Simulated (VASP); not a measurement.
Method: PBE GGA with D4 dispersion, VASP's PBE PAW potentials (set 64) (plane waves; VASP).

A VASP calculation is set up with these files.

File POSCAR:
```
CuZn
1
    2.9237310122    -0.0000000000     0.0000000000
    0.0000000000     2.9237310122    -0.0000000000
   -0.0000000000     0.0000000000     2.9237310122
Zn Cu
1 1
Direct
  0.5000000000   0.5000000000   0.5000000000
  0.0000000000   0.0000000000   0.0000000000
```

**INCAR**
```
! general
SYSTEM  = CuZn
PREC    = Accurate
ENCUT   = 520
LREAL   = .FALSE.
LASPH   = .TRUE.

! electronic loop
EDIFF   = 1E-6
NELM    = 100
ALGO    = Normal
LMAXMIX = 4

! smearing
ISMEAR  = 1
SIGMA   = 0.1

! functional
GGA     = PE
IVDW    = 13

! ions
IBRION  = 2
NSW     = 60
ISIF    = 3
EDIFFG  = -0.01

! output
LWAVE   = .FALSE.
LCHARG  = .FALSE.
```

### KPOINTS
```
Automatic mesh
0
Gamma
11 11 11
0 0 0
```

POTCAR, in this order: Zn Cu (PBE.64 set). Program: vasp_std.

**Question.** What will the output report for the number of irreducible k-points (NKPTS), largest plane-wave count, number of space-group operations, FFT grid (NGX, NGY, NGZ)?

**Answer.** 
The number of irreducible k-points (NKPTS) comes out as 56. The largest plane-wave count comes out as 691. The number of space-group operations is 48. The FFT grid (NGX, NGY, NGZ) is 24 × 24 × 24.

The compound is CuZn in the CsCl type structure. It was relaxed first. The start is the result of an earlier pass. The electron count is odd and the run is not spin-polarised, which forces a metal.
